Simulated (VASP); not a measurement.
Consider the following.

```
Pt
1.0
    0.00000     1.94831     1.94831
    1.94831     0.00000     1.94831
    1.94831     1.94831     0.00000
Pt
1
Direct
  0.00000   0.00000   0.00000
```

Calculation: SCAN meta-GGA, VASP's PBE PAW potentials (set 64) (plane waves; VASP 6.6.1). Run with 520 eV cut-off, 16×16×16 Γ-centred mesh, first-order Methfessel-Paxton smearing of 0.10 eV, potentials Pt.

**Question.** Give the energy at these volumes per atom, relative to the lowest: 13.90, 14.35, 14.79, 15.24, 15.68 Å³.

**Answer.** 55.8, 13.0, 0.0, 11.5, 43.3 meV/atom. A third-order Birch-Murnaghan fit gives B0 = 295 GPa and B0′ = 5.4.

Measured: bulk modulus 289 GPa at 0 K (computed value off by +2.0 %), as given by H. Levämäki et al., Physical Review B (2014), arXiv:1402.3671 [corrected for temperature and zero-point phonon effects]; a 3.913 Å at 0 K (computed value off by -0.4 %), as given by Daniel Mejia-Rodriguez et al., Physical Review B (2018), arXiv:1807.09216 [static lattice: zero-point anharmonic expansion removed].

The compound is Pt in the fcc structure. It was relaxed first.
